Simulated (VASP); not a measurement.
Molecule: CH4, in a box.

```
CELL_PARAMETERS angstrom
12.22816 0.00000 0.00000
0.00000 12.72816 0.00000
0.00000 0.00000 13.22816
ATOMIC_POSITIONS crystal
C 0.50310 0.50500 0.50080
H 0.52260 0.42960 0.53630
H 0.56520 0.56320 0.52130
H 0.42280 0.53190 0.52700
H 0.50140 0.49560 0.41850
```

Base run:

```yaml
Program: VASP 6.6.1
Functional: optB86b-vdW
Potentials_or_basis: VASP PAW PBE potentials, release 64 (C, H)
Cutoff: 400 eV
k_mesh: 1 × 1 × 1
Occupations: gaussian, width 0.005 eV
Spin: no spin polarisation
```

Its results: gap between the frontier levels 8.67 eV; largest force 0.105 eV/Å.

Problem. The run is repeated on the same cell with these changes: functional from optB86b-vdW to rev-vdW-DF2. What comes out?

Solution. Gap between the frontier levels 8.73 eV; largest force 0.093 eV/Å.

Caveats: the PAW data sets were made with another functional, which shifts forces and pressure a little.

